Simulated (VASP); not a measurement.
# Ca2C (Fm-3m) in VASP: a series of runs

One crystal, Ca2C, is run at these levels: HSE06, PBE, PBE-based screened hybrid; tasks: single point.

Program: VASP 6.6.1. These are calculated values, not measurements. Logs are shortened: lines on timing, memory, paths and dates and some standing lists are left out, and cuts for length are marked.

**1. Starting point**

Symmetry: Fm-3m, No. 225, cubic system. Conventional cell: a = 6.257 Å, b = 6.257 Å, c = 6.257 Å, α = 90.00°, β = 90.00°, γ = 90.00°. C (site symmetry m-3m) is surrounded by 8 Ca at 2.71 Å. Ca (site symmetry -43m) is surrounded by 4 C at 2.71 Å.

The cell was built by a generator and needn't be a form met in nature.

**2. Single point, HSE06**

The input, POSCAR:

```
Ca2C
1.0
    0.0000000000      3.1285803947      3.1285803947
    3.1285803947      0.0000000000      3.1285803947
    3.1285803947      3.1285803947      0.0000000000
C Ca
1 2
Direct
    0.0000000000      0.0000000000      0.0000000000
    0.2500000000      0.2500000000      0.2500000000
    0.7500000000      0.7500000000      0.7500000000
```

The input, INCAR.step1:

```
SYSTEM = Ca2C
ALGO     = Normal         ! electronic algorithm
EDIFF    = 1E-5           ! SCF threshold, eV
ENCUT    = 520            ! plane-wave cutoff, eV
GGA      = PE             ! functional
ISIF     = 2              ! what is computed and relaxed
ISMEAR   = 0              ! smearing method
LASPH    = .True.         ! aspherical terms in the spheres
LREAL    = .False.        ! projectors in reciprocal space
LWAVE    = .True.         ! write WAVECAR
NBANDS   = 19             ! bands
NELM     = 100            ! most SCF steps
PREC     = Accurate       ! precision mode
SIGMA    = 0.01           ! smearing width, eV
```

The input, INCAR.step2:

```
SYSTEM = Ca2C
ALGO     = Normal         ! electronic algorithm
EDIFF    = 1E-7           ! SCF threshold, eV
ENCUT    = 520            ! plane-wave cutoff, eV
GGA      = PE             ! functional
HFSCREEN = 0.2079         ! screening, 1/A
ISIF     = 2              ! what is computed and relaxed
ISMEAR   = 0              ! smearing method
ISTART   = 1            
LASPH    = .True.         ! aspherical terms in the spheres
LCHARG   = .True.         ! write CHGCAR
LELF     = .True.         ! ELF
LHFCALC  = .True.         ! exact exchange
LREAL    = .False.        ! projectors in reciprocal space
LVHAR    = .True.       
LWAVE    = .False.        ! write WAVECAR
NBANDS   = 19             ! bands
NELM     = 100            ! most SCF steps
PREC     = Accurate       ! precision mode
PRECFOCK = Normal       
SIGMA    = 0.01           ! smearing width, eV
```

The input, KPOINTS:

```
k-points
0
Gamma
  4 4 4
  0 0 0
```

Potentials or basis: VASP PAW PBE potentials, release 64 (C, Ca_sv).

Started as:

```bash
$ cat potpaw_PBE.64/C/POTCAR potpaw_PBE.64/Ca_sv/POTCAR > POTCAR
$ cp INCAR.step1 INCAR
$ mpirun -np 1 vasp_std > vasp.out
$ cp INCAR.step2 INCAR
$ mpirun -np 1 vasp_std > vasp.out
```

OUTCAR:

```text
SYSTEM = Ca2C
   EDIFF = 1E-7
   ENCUT = 520
   GGA = PE
   HFSCREEN = 0.2079
   ISIF = 2
   ISMEAR = 0
   ISTART = 1
   LASPH = .True.
   LHFCALC = .True.
   LREAL = .False.
   NELM = 100
   PREC = Accurate
   PRECFOCK = Normal

 ion  position               nearest neighbor table
   1  0.000  0.000  0.000-
   2  0.250  0.250  0.250-   3 3.13   3 3.13   3 3.13   3 3.13   3 3.13   3 3.13
   3  0.750  0.750  0.750-   2 3.13   2 3.13   2 3.13   2 3.13   2 3.13   2 3.13

  LATTYP: Found a face centered cubic cell.
 ALAT       =     6.2571607894

  Lattice vectors:

 A1 = (   0.0000000000,   3.1285803947,   3.1285803947)
 A2 = (   3.1285803947,   0.0000000000,   3.1285803947)
 A3 = (   3.1285803947,   3.1285803947,   0.0000000000)

Analysis of symmetry for initial positions (statically):
=====================================================================
 Subroutine PRICEL returns:
 Original cell was already a primitive cell.

 Routine SETGRP: Setting up the symmetry group for a
 face centered cubic supercell.

 Subroutine GETGRP returns: Found 48 space group operations
 (whereof 48 operations were pure point group operations)
 out of a pool of 48 trial point group operations.

The static configuration has the point symmetry O_h .

Analysis of symmetry for dynamics (positions and initial velocities):
=====================================================================
 Subroutine PRICEL returns:
 Original cell was already a primitive cell.

 Routine SETGRP: Setting up the symmetry group for a
 face centered cubic supercell.

 Subroutine GETGRP returns: Found 48 space group operations
 (whereof 48 operations were pure point group operations)
 out of a pool of 48 trial point group operations.

The dynamic configuration has the point symmetry O_h .

 Subroutine INISYM returns: Found 48 space group operations
 (whereof 48 operations are pure point group operations),
 and found     1 'primitive' translations

----------------------------------------------------------------------------------------

                                     Primitive cell

  volume of cell :      61.2452

  direct lattice vectors                    reciprocal lattice vectors
     0.000000000  3.128580395  3.128580395    -0.159816894  0.159816894  0.159816894
     3.128580395  0.000000000  3.128580395     0.159816894 -0.159816894  0.159816894
     3.128580395  3.128580395  0.000000000     0.159816894  0.159816894 -0.159816894

  length of vectors
     4.424480825  4.424480825  4.424480825     0.276810980  0.276810980  0.276810980

  position of ions in fractional coordinates (direct lattice)
     0.000000000  0.000000000  0.000000000
     0.250000000  0.250000000  0.250000000
     0.750000000  0.750000000  0.750000000

  ion indices of the primitive-cell ions
   primitive index   ion index
                 1           1
                 2           2
                 3           3

----------------------------------------------------------------------------------------

 KPOINTS: k-points

Automatic generation of k-mesh.
 Grid dimensions read from file:
 generate k-points for:    4    4    4

 Generating k-lattice:

  Cartesian coordinates                     Fractional coordinates (reciprocal lattice)
    -0.039954223  0.039954223  0.039954223     0.250000000  0.000000000  0.000000000
     0.039954223 -0.039954223  0.039954223     0.000000000  0.250000000  0.000000000
     0.039954223  0.039954223 -0.039954223     0.000000000  0.000000000  0.250000000

  Length of vectors
     0.069202745  0.069202745  0.069202745

  Shift w.r.t. Gamma in fractional coordinates (k-lattice)
     0.000000000  0.000000000  0.000000000

 Subroutine IBZKPT returns following result:
 ===========================================

 Found      8 irreducible k-points:

 Following reciprocal coordinates:
            Coordinates               Weight
  0.000000  0.000000  0.000000      1.000000
  0.250000  0.000000  0.000000      8.000000
  0.500000  0.000000  0.000000      4.000000
  0.250000  0.250000  0.000000      6.000000
  0.500000  0.250000  0.000000     24.000000
 -0.250000  0.250000  0.000000     12.000000
  0.500000  0.500000  0.000000      3.000000
 -0.250000  0.500000  0.250000      6.000000
   k-points           NKPTS =      8   k-points in BZ     NKDIM =     64   number of bands    NBANDS=     19
   number of dos      NEDOS =    301   number of ions     NIONS =      3
   total plane-waves  NPLWV =  46656
   dimension x,y,z NGX =    36 NGY =   36 NGZ =   36
   dimension x,y,z NGXF=    72 NGYF=   72 NGZF=   72
   ions per type =               1   2
   NGX,Y,Z   is equivalent  to a cutoff of  13.53, 13.53, 13.53 a.u.
   NGXF,Y,Z  is equivalent  to a cutoff of  27.05, 27.05, 27.05 a.u.
 SYSTEM =  Ca2C
   PREC   = accura    normal or accurate (medium, high low for compatibility)
   ISTART =      1    job   : 0-new  1-cont  2-samecut
   ICHARG =      0    charge: 1-file 2-atom 10-const
   ISPIN  =      1    spin polarized calculation?
   LNONCOLLINEAR =      F non collinear calculations
   LSORBIT =      F    spin-orbit coupling
   LASPH  =      T    aspherical Exc in radial PAW
   ENCUT  =  520.0 eV  38.22 Ry    6.18 a.u.   8.23  8.23  8.23*2*pi/ulx,y,z
   NELM   =    100;   NELMIN=  2; NELMDL=  0     # of ELM steps
   EDIFF  = 0.1E-06   stopping-criterion for ELM
   LREAL  =      F    real-space projection
   EDIFFG = 0.1E-05   stopping-criterion for IOM
   NSW    =      0    number of steps for IOM
   IBRION =     -1    ionic relax: 0-MD 1-quasi-New 2-CG
   NFREE  =      0    steps in history (QN), initial steepest desc. (CG)
   ISIF   =      2    stress and relaxation
   ISYM   =      3    0-nonsym 1-usesym 2-fastsym
   POTIM  = 0.5000    time-step for ionic-motion
   TEBEG  =    0.0;   TEEND  =   0.0 temperature during run
   PSTRESS=    0.0 pullay stress
   NELECT =      24.0000    total number of electrons
   NUPDOWN=      -1.0000    fix difference up-down
   EMIN   =  10.00;   EMAX   =-10.00  energy-range for DOS
   EFERMI =   0.00;   METHOD = LEGACY
   ISMEAR =     0;   SIGMA  =   0.01  broadening in eV -4-tet -1-fermi 0-gaus
   EFERMI_NEDOS =   21; number of points for ismear=-14 and -15
   IALGO  =     38    algorithm
   IMIX   =      1    mixing-type and parameters
     AMIX     =   0.40;   BMIX     =  1.00
     AMIX_MAG =   1.60;   BMIX_MAG =  1.00
  volume/ion in A,a.u.               =      20.42       137.77
  Fermi-wavevector in a.u.,A,eV,Ry     =   1.197994  2.263880 19.526936  1.435189
  Thomas-Fermi vector in A             =   2.333894
   LORBIT       =      0    0 simple, 1 ext, 2 COOP (PROOUT), +10 PAW based schemes
   GGA     = PE    functional components
   LHFCALC =     T    Hartree Fock is set to
   PRECFOCK=normal    Normal, Fast or Accurate (Low or Medium for compatibility)
   ENCUT4O =  -1.0   cutoff for four orbital integrals eV
   NKREDX  =     1    reduce k-point grid by
   NKREDY  =     1    reduce k-point grid by
   NKREDZ  =     1    reduce k-point grid by
   AEXX    =    0.2500 exact exchange contribution
   HFSCREEN=    0.2079 screening length (either q_TF or 0.3 A-1)
   HFSCREENC=   0.2079 screening length for correlation (either q_TF or 0.3 A-1)
   ENCUTFOCK=  -1.0 apply spherical cutoff to Coloumb kernel
   IVDW    =     0    specifies the selected vdW correction
   LEPSILON=     F    determine dielectric tensor
   LRPA    =     F    only Hartree local field effects (RPA)
 non-spin polarized calculation
 Gauss-broadening in eV      SIGMA  =   0.01
  energy-cutoff  :      520.00
  volume of cell :       61.25
 maximum number of plane-waves:      1676
 NGX is ok and might be reduce to    36
  NGX = 28; NGY = 28; NGZ = 28

 number of electron      24.0000003 magnetization

 Free energy of the ion-electron system (eV)
  ---------------------------------------------------
  ext. energy  EPLUGINS =         0.00000000
  ---------------------------------------------------
  free energy    TOTEN  =       -13.07963048 eV

  energy without entropy =      -13.07963048  energy(sigma->0) =      -13.07963048

 E-fermi :   2.9516     XC(G=0):  -7.8761

 val. band max:        2.8565249659   @ k =   0.5000   0.5000   0.0000
 cond. band min:       3.6752967920   @ k =   0.5000   0.5000   0.0000
 fundamental gap:      0.8187718261
 Fermi energy:         2.9515509027

 k-point     1 :       0.0000    0.0000    0.0000
  band No.  band energies     occupation
      1     -40.6158      2.00000
      2     -40.3973      2.00000
      3     -20.3058      2.00000
      4     -20.3058      2.00000
      5     -20.3058      2.00000
      6     -19.8571      2.00000
[... 11 lines left out ...]
     18      10.0354      0.00000
     19      11.1320      0.00000

 k-point     2 :       0.2500    0.0000    0.0000
  band No.  band energies     occupation
      1     -40.5824      2.00000
      2     -40.4279      2.00000
      3     -20.2732      2.00000
      4     -20.2487      2.00000
      5     -20.2487      2.00000
      6     -19.9640      2.00000
[... 11 lines left out ...]
     18       9.4255      0.00000
     19      10.2875      0.00000

 k-point     3 :       0.5000    0.0000    0.0000
  band No.  band energies     occupation
      1     -40.5038      2.00000
      2     -40.5037      2.00000
      3     -20.1688      2.00000
      4     -20.1415      2.00000
      5     -20.1043      2.00000
      6     -20.1043      2.00000
[... 11 lines left out ...]
     18       8.7515      0.00000
     19       8.8501      0.00000

 k-point     4 :       0.2500    0.2500    0.0000
  band No.  band energies     occupation
      1     -40.5773      2.00000
      2     -40.4317      2.00000
      3     -20.3619      2.00000
      4     -20.3619      2.00000
      5     -20.2133      2.00000
      6     -20.0279      2.00000
[... 11 lines left out ...]
     18       8.8878      0.00000
     19       9.6995      0.00000

 k-point     5 :       0.5000    0.2500    0.0000
  band No.  band energies     occupation
      1     -40.5286      2.00000
      2     -40.4772      2.00000
      3     -20.4200      2.00000
      4     -20.3408      2.00000
      5     -20.3222      2.00000
      6     -19.8988      2.00000
[... 11 lines left out ...]
     18       9.3591      0.00000
     19       9.7662      0.00000

 k-point     6 :      -0.2500    0.2500    0.0000
  band No.  band energies     occupation
      1     -40.5400      2.00000
      2     -40.4671      2.00000
      3     -20.4243      2.00000
      4     -20.1844      2.00000
      5     -20.1415      2.00000
      6     -20.0866      2.00000
[... 11 lines left out ...]
     18       9.2306      0.00000
     19       9.3229      0.00000

 k-point     7 :       0.5000    0.5000    0.0000
  band No.  band energies     occupation
      1     -40.5384      2.00000
      2     -40.4657      2.00000
      3     -20.5495      2.00000
      4     -20.4170      2.00000
      5     -20.4170      2.00000
      6     -19.7941      2.00000
[... 11 lines left out ...]
     18       9.4089      0.00000
     19       9.4089      0.00000

 k-point     8 :      -0.2500    0.5000    0.2500
  band No.  band energies     occupation
      1     -40.5023      2.00000
      2     -40.5023      2.00000
      3     -20.4982      2.00000
      4     -20.4697      2.00000
      5     -20.1127      2.00000
      6     -20.1127      2.00000
[... 11 lines left out ...]
     18       8.6299      0.00000
     19      10.1545      0.00000

------------------------ aborting loop because EDIFF is reached ----------------------------------------

  FORCE on cell =-STRESS in cart. coord.  units (eV):
  Direction    XX          YY          ZZ          XY          YZ          ZX
  --------------------------------------------------------------------------------------
  -------------------------------------------------------------------------------------
  Total        0.2221775      0.2221775      0.2221775      0.0000000      0.0000000      0.0000000
  in kB        5.8121744      5.8121744      5.8121744      0.0000000      0.0000000      0.0000000
  external PRESSURE =       5.8121744 kB  Pullay stress =       0.0000000 kB

 VOLUME and BASIS-vectors are now :
 -----------------------------------------------------------------------------
  energy-cutoff  :      520.00
  volume of cell :       61.25
      direct lattice vectors                 reciprocal lattice vectors
     0.000000000  3.128580395  3.128580395    -0.159816894  0.159816894  0.159816894
     3.128580395  0.000000000  3.128580395     0.159816894 -0.159816894  0.159816894
     3.128580395  3.128580395  0.000000000     0.159816894  0.159816894 -0.159816894

 POSITION                                       TOTAL-FORCE (eV/Angst)
 -----------------------------------------------------------------------------------
      0.00000      0.00000      0.00000         0.000000     -0.000000      0.000000
      1.56429      1.56429      1.56429        -0.000000     -0.000000     -0.000000
      4.69287      4.69287      4.69287         0.000000      0.000000      0.000000
 -----------------------------------------------------------------------------------
    total drift:                                0.000001      0.000001      0.000001

  FREE ENERGIE OF THE ION-ELECTRON SYSTEM (eV)
  ---------------------------------------------------
  free  energy   TOTEN  =       -13.0796304811 eV

  energy  without entropy=      -13.0796304811  energy(sigma->0) =      -13.07963048
```

It took 29 min on 1 thread of Intel Xeon Platinum 8488C (Sapphire Rapids), shared host; peak memory 0.31 GiB.

Results:

```
Free energy            : -13.0796 eV
Pressure               : 0.6 GPa
Band gap on the k mesh : 0.82 eV, direct
```

Caveat: the k mesh is coarse (spacing up to 0.43 Å⁻¹), so the values aren't converged, least of all with exact exchange; the PAW data sets were made with another functional, which shifts forces and pressure a little. A k mesh can miss the band edges.

**3. Single point, PBE**

The input, INCAR:

```
SYSTEM = Ca2C
PREC = Accurate ; ENCUT = 520
EDIFF = 1E-6 ; ISMEAR = 0
SIGMA = 0.01 ; LREAL = .False.
LASPH = .True. ; NELM = 100
ALGO = Normal ; ISIF = 2
LWAVE = .False. ; LCHARG = .False.
GGA = PE ; NBANDS = 19
```

The input, KPOINTS:

```
Automatic mesh
0
Gamma
  6 6 6
  0 0 0
```

POSCAR is that of step 2.

Potentials or basis: VASP PAW PBE potentials, release 64 (C, Ca_sv).

Started as:

```bash
$ cat potpaw_PBE.64/C/POTCAR potpaw_PBE.64/Ca_sv/POTCAR > POTCAR
$ mpirun -np 1 vasp_std > vasp.out
```

Wall time 20 s (1 thread of Intel Xeon Platinum 8488C (Sapphire Rapids), shared host); peak memory 0.2 GiB.

Results (log left out):

```
Free energy            : -12.0618 eV
Pressure               : 0.9 GPa
Band gap on the k mesh : 0.20 eV, direct
```

Levels at points of the mesh, in eV from the valence-band top:
```tsv
k point	band 8	band 9	band 10	band 11	band 12	band 13	band 14	band 15	band 16	band 17
(0.00, 0.00, 0.00)	-21.03	-8.38	-1.07	-1.07	-1.07	0.80	1.86	1.86	5.80	5.80
(0.50, 0.00, 0.00)	-21.26	-7.76	-1.94	-0.41	-0.41	2.71	2.99	2.99	4.15	4.46
(0.50, 0.50, 0.00)	-20.92	-7.62	-2.01	0.00	0.00	0.20	2.48	2.70	4.74	4.74
```

**4. Single point, PBE-based screened hybrid**

POSCAR is that of step 3.

The input, INCAR.step1:

```
PREC = Accurate
ENCUT = 520
EDIFF = 1E-5
ISMEAR = 0
SIGMA = 0.01
LREAL = False
LASPH = True
NELM = 100
ALGO = Normal
ISIF = 2
LWAVE = True
LCHARG = False
NBANDS = 19
GGA = PE
```

The input, INCAR.step2:

```
PREC = Accurate
ENCUT = 520
EDIFF = 1E-6
ISMEAR = 0
SIGMA = 0.01
LREAL = False
LASPH = True
NELM = 100
ALGO = Normal
ISIF = 2
LWAVE = False
LCHARG = False
GGA = PE
LHFCALC = True
AEXX = 0.1
HFSCREEN = 0.2078
PRECFOCK = Normal
NBANDS = 19
ISTART = 1
```

The input, KPOINTS:

```
Automatic mesh
0
Gamma
  4 4 4
```

Started as:

```bash
$ cat potpaw_PBE.64/C/POTCAR potpaw_PBE.64/Ca_sv/POTCAR > POTCAR
$ cp INCAR.step1 INCAR
$ mpirun -np 1 vasp_std > vasp.out
$ cp INCAR.step2 INCAR
$ mpirun -np 1 vasp_std > vasp.out
```

Wall time 17 min (1 thread of Intel Xeon Platinum 8488C (Sapphire Rapids), shared host); peak memory 0.31 GiB.

It converged, with:

```
Free energy            : -12.4415 eV
Pressure               : 0.8 GPa
Band gap on the k mesh : 0.43 eV, direct
```

Levels at points of the mesh, in eV from the valence-band top:
```csv
k point,band 10,band 11,band 12,band 13,band 14,band 15
"(0.00, 0.00, 0.00)",-1.07,-1.07,-1.07,1.02,2.31,2.31
"(0.50, 0.00, 0.00)",-2.04,-0.41,-0.41,3.11,3.41,3.41
"(0.50, 0.50, 0.00)",-2.08,0.00,0.00,0.43,2.91,3.21
```

Caveat: the k mesh is coarse (spacing up to 0.43 Å⁻¹), so the values aren't converged; the PAW data sets were made with another functional, which shifts forces and pressure a little.

(Part 1 of 2 ends here.)
